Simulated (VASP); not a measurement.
VASP runs on LiBr (space group Fm-3m) share one base input (PBE GGA, plane waves, VASP's PBE PAW potentials (set 64)) and change the settings named in each case.

INCAR:
```
LWAVE  =  .FALSE.
ISIF  =  2
EDIFF  =  1E-6   # SCF stop (eV)
ISMEAR  =  -1   # Fermi-Dirac
LCHARG  =  .FALSE.
PREC  =  Accurate
LREAL  =  .FALSE.   # projection in real space or not
SIGMA  =  0.05
ENCUT  =  400   # plane-wave cut-off (eV)
NELM  =  100   # most electronic steps
GGA  =  PE
LMAXMIX  =  4   # l cut-off of mixed one-centre charges
SYSTEM  =  LiBr
ALGO  =  Normal   # blocked Davidson
LASPH  =  .TRUE.
```

File KPOINTS:
```
K-points
0
Gamma
10 10 10
```

**POSCAR**
```
LiBr
1
    0.0000000000     2.7500000000     2.7500000000
    2.7500000000     0.0000000000     2.7500000000
    2.7500000000     2.7500000000     0.0000000000
Li Br
1 1
Direct
  0.0000000000   0.0000000000   0.0000000000
  0.5000000000   0.5000000000   0.5000000000
```

POTCAR, in this order: Li_sv Br (PBE.64 set). Program: vasp_std.

```csv
change,E(σ→0) (eV/atom),pressure (GPa),gap on the mesh (eV)
base run,-3.3453,-0.66,5.05
"GGA removed, POTCAR Li_sv Br (LDA.64 set)",-3.6902,-3.57,4.76
"GGA_COMPAT = .FALSE., LNONCOLLINEAR = .TRUE., LSORBIT = .TRUE., MAGMOM = 0.0 0.0 0.0 0.0 0.0 0.0, program vasp_ncl",-3.3578,-0.66,4.88
KPOINTS 6×6×6 Γ-centred mesh,-3.3449,-0.67,5.06
```
 Energies of different potentials or functionals have different zeros.  At 400 eV the pressure can carry a Pulay error.

Left out are runs that ran out of time, are held back, or changed the cell or the kind of run, fixed moments of cells without a moment, rows past the twelfth, gaps on odd meshes, pressures of charged cells and columns that move by less than the noise.

The structure is a typed LiBr crystal (Fm-3m). The cell was not relaxed at this level.
